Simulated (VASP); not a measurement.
# Al12HC in VASP: relaxation of the atoms with PBEsol

Aim: the relaxation of the atoms of Al12HC with PBEsol.

All numbers are computed with VASP 6.6.1; they aren't measurements. Logs are shortened: lines on timing, memory, paths and dates and some standing lists are left out, and cuts for length are marked.

### 1 Starting point

The cell holds a slab with vacuum, 14 atoms: a = 5.728 Å, b = 5.728 Å, c = 16.677 Å, α = 90.00°, β = 90.00°, γ = 60.00°.

The cell was built by a generator and needn't be a form met in nature.

### 2 Relaxation of the atoms, PBEsol

File INCAR:

```
SYSTEM = Al12HC
ALGO = Normal ; EDIFF = 1E-6
EDIFFG = -0.03 ; ENCUT = 520
GGA = PS ; IBRION = 2
ISIF = 2 ; ISMEAR = -1
LASPH = .TRUE. ; LCHARG = .FALSE.
LREAL = .FALSE. ; LWAVE = .FALSE.
NELM = 100 ; NSW = 80
PREC = Accurate ; SIGMA = 0.05
```

File KPOINTS:

```
k-points
0
G
  4 4 1
  0 0 0
```

File POSCAR:

```
Al12HC
1.0
    5.7275650000      0.0000000000      0.0000000000
    2.8637820000      4.9602170000      0.0000000000
    0.0000000000      0.0000000000     16.6765370000
Al C H
12 1 1
Selective dynamics
Direct
    0.1666666800      0.1666666600      0.0599644900  F F F
    0.6666666800      0.1666666600      0.0599644900  F F F
    0.1666667400      0.6666666300      0.0599644900  F F F
    0.6666667300      0.6666666300      0.0599644900  F F F
   -0.1666666300      0.3333333200      0.2001775700  T T T
    0.3333333700      0.3333333200      0.2001775700  T T T
   -0.1666665700      0.8333332900      0.2001775700  T T T
    0.3333334200      0.8333332900      0.2001775700  T T T
    0.0000000000      0.0000000000      0.3403906400  T T T
    0.4999999900      0.0000000000      0.3403906400  T T T
    0.0000000500      0.4999999700      0.3403906400  T T T
    0.5000000500      0.4999999700      0.3403906400  T T T
    0.2500000800      0.7499999600      0.4261398600  T T T
    0.6666666800      0.1666666600      0.3218016500  T T T
```

Potentials or basis: VASP PAW PBE potentials, release 64 (Al, C, H).

Started as:

```sh
$ cat potpaw_PBE.64/Al/POTCAR potpaw_PBE.64/C/POTCAR potpaw_PBE.64/H/POTCAR > POTCAR
$ mpirun -np 1 vasp_std > vasp.out
```

OUTCAR:

```text
SYSTEM = Al12HC
   EDIFF = 1E-6
   EDIFFG = -0.03
   ENCUT = 520
   GGA = PS
   IBRION = 2
   ISIF = 2
   ISMEAR = -1
   LASPH = .TRUE.
   LREAL = .FALSE.
   NELM = 100
   NSW = 80
   PREC = Accurate

 ion  position               nearest neighbor table
   1  0.167  0.167  0.060-   3 2.86   3 2.86   5 2.86   4 2.86   2 2.86   2 2.86   6 2.86   8 2.86
                             4 2.86
   2  0.667  0.167  0.060-   4 2.86   3 2.86   6 2.86   4 2.86   1 2.86   1 2.86   5 2.86   7 2.86
                             3 2.86
   3  0.167  0.667  0.060-   4 2.86   2 2.86   1 2.86   1 2.86   6 2.86   7 2.86   8 2.86   4 2.86
                             2 2.86
   4  0.667  0.667  0.060-   2 2.86   3 2.86   5 2.86   8 2.86   1 2.86   2 2.86   7 2.86   3 2.86
                             1 2.86
   5  0.833  0.333  0.200-  11 2.86   9 2.86  12 2.86   7 2.86   7 2.86   4 2.86   1 2.86   8 2.86
                             6 2.86   6 2.86   2 2.86   8 2.86
   6  0.333  0.333  0.200-  12 2.86  10 2.86  11 2.86   8 2.86   7 2.86   3 2.86   2 2.86   8 2.86
                             5 2.86   5 2.86   1 2.86   7 2.86
   7  0.833  0.833  0.200-   9 2.86  11 2.86   8 2.86   6 2.86   5 2.86   5 2.86   3 2.86   4 2.86
                             8 2.86   2 2.86  10 2.86   6 2.86
   8  0.333  0.833  0.200-  10 2.86  12 2.86   6 2.86   7 2.86   4 2.86   3 2.86   5 2.86   6 2.86
                             7 2.86   1 2.86   9 2.86   5 2.86
   9  0.000  0.000  0.340-  14 1.68  13 2.02   7 2.86   5 2.86  11 2.86  10 2.86  12 2.86  11 2.86
                            10 2.86   8 2.86  12 2.86
  10  0.500  0.000  0.340-  14 1.68   8 2.86   6 2.86   9 2.86  11 2.86  12 2.86  12 2.86   9 2.86
                             7 2.86  11 2.86
  11  0.000  0.500  0.340-   5 2.86   7 2.86   6 2.86   9 2.86  10 2.86   9 2.86  12 2.86  12 2.86
                            10 2.86
  12  0.500  0.500  0.340-  14 1.68  13 2.02   6 2.86   8 2.86   5 2.86  10 2.86  10 2.86   9 2.86
                            11 2.86  11 2.86   9 2.86
  13  0.250  0.750  0.426-  12 2.02   9 2.02
  14  0.667  0.167  0.322-  12 1.68   9 1.68  10 1.68

  LATTYP: Found a hexagonal cell.
 ALAT       =     5.7275649303
 C/A-ratio  =     2.9116277516

  Lattice vectors:

 A1 = (  -2.8637820000,  -4.9602170000,   0.0000000000)
 A2 = (   5.7275650000,   0.0000000000,   0.0000000000)
 A3 = (   0.0000000000,   0.0000000000,  16.6765370000)

Analysis of symmetry for initial positions (statically):
=====================================================================
 Subroutine PRICEL returns:
 Original cell was already a primitive cell.

 Routine SETGRP: Setting up the symmetry group for a
 hexagonal supercell.

 Subroutine GETGRP returns: Found  2 space group operations
 (whereof  1 operations were pure point group operations)
 out of a pool of 24 trial point group operations.

The static configuration has the point symmetry C_1 .
 The point group associated with its full space group is C_1h.
[... 145 lines left out ...]
   PSTRESS=    0.0 pullay stress
   NELECT =      41.0000    total number of electrons
   NUPDOWN=      -1.0000    fix difference up-down
   EMIN   =  10.00;   EMAX   =-10.00  energy-range for DOS
   EFERMI =   0.00;   METHOD = LEGACY
   ISMEAR =    -1;   SIGMA  =   0.05  broadening in eV -4-tet -1-fermi 0-gaus
   EFERMI_NEDOS =   21; number of points for ismear=-14 and -15
   IALGO  =     38    algorithm
   IMIX   =      4    mixing-type and parameters
     AMIX     =   0.40;   BMIX     =  1.00
     AMIX_MAG =   1.60;   BMIX_MAG =  1.00
  volume/ion in A,a.u.               =      33.84       228.37
  Fermi-wavevector in a.u.,A,eV,Ry     =   0.724120  1.368389  7.134213  0.524350
  Thomas-Fermi vector in A             =   1.814509
   LORBIT       =      0    0 simple, 1 ext, 2 COOP (PROOUT), +10 PAW based schemes
   GGA     = PS    functional components
   LHFCALC =     F    Hartree Fock is set to
   AEXX    =    0.0000 exact exchange contribution
   IVDW    =     0    specifies the selected vdW correction
   LEPSILON=     F    determine dielectric tensor
   LRPA    =     F    only Hartree local field effects (RPA)
 conjugate gradient relaxation of ions
 non-spin polarized calculation
  energy-cutoff  :      520.00
  volume of cell :      473.78
 maximum number of plane-waves:     12795
 NGX is ok and might be reduce to    48
   NGX = 21   NGY = 21   NGZ = 63

--------------------------------------- Ionic step        1  -------------------------------------------

 number of electron      40.9999999 magnetization

 Free energy of the ion-electron system (eV)
  ---------------------------------------------------
  ext. energy  EPLUGINS =         0.00000000
  ---------------------------------------------------
  free energy    TOTEN  =       -54.69051582 eV

  energy without entropy =      -54.62419122  energy(sigma->0) =      -54.65735352

------------------------ aborting loop because EDIFF is reached ----------------------------------------

  FORCE on cell =-STRESS in cart. coord.  units (eV):
  Direction    XX          YY          ZZ          XY          YZ          ZX
  --------------------------------------------------------------------------------------
  -------------------------------------------------------------------------------------
  Total       -5.3363305     -4.4173399     -3.2420678     -0.7958692     -0.0815928     -0.1413228
  in kB      -18.0458243    -14.9380817    -10.9636737     -2.6913842     -0.2759216     -0.4779102
  external PRESSURE =     -14.6491932 kB  Pullay stress =       0.0000000 kB
[... 125 lines left out ...]
  FREE ENERGIE OF THE ION-ELECTRON SYSTEM (eV)
  ---------------------------------------------------
  free  energy   TOTEN  =       -55.0109440513 eV

  energy  without entropy=      -54.9479291560  energy(sigma->0) =      -54.97943660

[... ionic steps 4 to 37 ...]

--------------------------------------- Ionic step       38  -------------------------------------------

 number of electron      41.0000000 magnetization

------------------------ aborting loop because EDIFF is reached ----------------------------------------
[... 91 lines left out ...]
--------------------------------------- Ionic step       40  -------------------------------------------

 number of electron      41.0000000 magnetization

 Free energy of the ion-electron system (eV)
  ---------------------------------------------------
  ext. energy  EPLUGINS =         0.00000000
  ---------------------------------------------------
  free energy    TOTEN  =       -56.41476724 eV

  energy without entropy =      -56.37701185  energy(sigma->0) =      -56.39588955

 E-fermi :   1.0257     XC(G=0):  -5.5670

 val. band max:        0.9600520378   @ k =   0.5000  -0.0000   0.0000
 cond. band min:       1.1094367883   @ k =   0.5000   0.5000   0.0000
 fundamental gap:      0.1493847505
 Fermi energy:         1.0257151117

 k-point     1 :       0.0000    0.0000    0.0000
  band No.  band energies     occupation
      1     -10.9083      2.00000
      2      -9.0374      2.00000
      3      -7.1987      2.00000
      4      -5.8557      2.00000
      5      -4.4188      2.00000
      6      -4.2552      2.00000
[... 247 lines left out ...]
  FREE ENERGIE OF THE ION-ELECTRON SYSTEM (eV)
  ---------------------------------------------------
  free  energy   TOTEN  =       -56.4147672401 eV

  energy  without entropy=      -56.3770118543  energy(sigma->0) =      -56.39588955

 reached required accuracy - stopping structural energy minimisation
```

OSZICAR:

```text
N       E                     dE             d eps       ncg     rms          rms(c)
DAV:   1     0.133628395059E+03    0.13363E+03   -0.13188E+04   392   0.106E+03
DAV:   2    -0.426119683266E+02   -0.17624E+03   -0.17201E+03   504   0.175E+02
DAV:   3    -0.577067194332E+02   -0.15095E+02   -0.14558E+02   632   0.467E+01
[... 413 lines left out ...]
DAV:   1    -0.564147241131E+02   -0.32249E-03   -0.41308E-02   392   0.121E+00    0.379E-02
DAV:   2    -0.564147746902E+02   -0.50577E-04   -0.96304E-04   496   0.147E-01    0.208E-02
DAV:   3    -0.564147683321E+02    0.63581E-05   -0.54228E-05   560   0.385E-02    0.139E-02
DAV:   4    -0.564147671899E+02    0.11422E-05   -0.13479E-05   480   0.174E-02    0.652E-03
DAV:   5    -0.564147672401E+02   -0.50182E-07   -0.26265E-06   320   0.799E-03
  40 F= -.56414767E+02 E0= -.56395890E+02  d E =-.513130E-03
```

Wall time 43 min (1 thread of Intel Xeon Platinum 8488C (Sapphire Rapids), shared host); peak memory 0.7 GiB.

Results:

- Free energy: -56.4148 eV
- Energy gained by relaxing: 123.2 meV/atom
- Ionic steps: 40
- Band gap on the k mesh: none (metal or under the smearing width)

The path:
```
step  energy change (eV)  largest force (eV/Å)  pressure (GPa)
   1              0.0000                1.9584           -1.46
   2             -0.3192                0.7639           -1.12
   3             -0.3204                0.8739           -1.08
   4             -0.4263                0.6354           -1.12
   5             -0.5865                1.0702           -1.06
   6             -0.6860                1.0919           -1.02
   7             -0.9721                1.0843           -0.89
   8             -1.3467                0.7514           -0.45
   9             -1.4742                0.6208           -0.44
  10             -1.4964                0.7161           -0.40
  11             -1.5694                0.6591           -0.62
  12             -1.5761                0.6522           -0.70
  13             -1.6320                0.4101           -0.79
  14             -1.6415                0.3193           -0.83
  15             -1.6643                0.2422           -0.85
  16             -1.6893                0.2651           -0.87
  17             -1.6894                0.2676           -0.87
  18             -1.6972                0.2362           -0.90
  19             -1.7013                0.1958           -0.94
  20             -1.7054                0.1809           -0.95
  21             -1.7055                0.1846           -0.95
  22             -1.7095                0.1725           -1.00
  23             -1.7126                0.1626           -1.11
  24             -1.7144                0.1571           -1.13
  25             -1.7167                0.1629           -1.21
  26             -1.7184                0.1672           -1.23
  27             -1.7186                0.1691           -1.23
  28             -1.7197                0.1716           -1.26
  29             -1.7202                0.1747           -1.29
  30             -1.7207                0.1751           -1.31
  31             -1.7218                0.1763           -1.34
  32             -1.7218                0.1782           -1.40
  33             -1.7222                0.1774           -1.37
  34             -1.7228                0.1806           -1.38
  35             -1.7229                0.1827           -1.39
  36             -1.7233                0.1846           -1.40
  37             -1.7237                0.1890           -1.44
  38             -1.7237                0.1886           -1.44
  39             -1.7239                0.1882           -1.44
  40             -1.7243                0.1868           -1.45
```

Final structure:
```xyz
14
Lattice="5.7276 0.0000 0.0000 2.8638 4.9602 0.0000 0.0000 0.0000 16.6765" Properties=species:S:1:pos:R:3 pbc="T T T"
Al    1.4319    0.8267    1.0000
Al    4.2957    0.8267    1.0000
Al    2.8638    3.3068    1.0000
Al    5.7276    3.3068    1.0000
Al    5.6437    1.6050    3.2610
Al    2.7365    1.5965    3.4893
Al    7.0465    4.0517    3.4893
Al    4.2633    4.1148    3.2891
Al    5.7187    0.2152    5.5159
Al    5.4222    4.7839    6.0353
Al    1.8339    2.7122    6.0147
Al    4.4777    2.3648    5.5159
C     3.6545    3.7634    6.5260
H     4.2670    0.8102    6.4804
```

Caveat: the PAW data sets were made with another functional, which shifts forces and pressure a little.
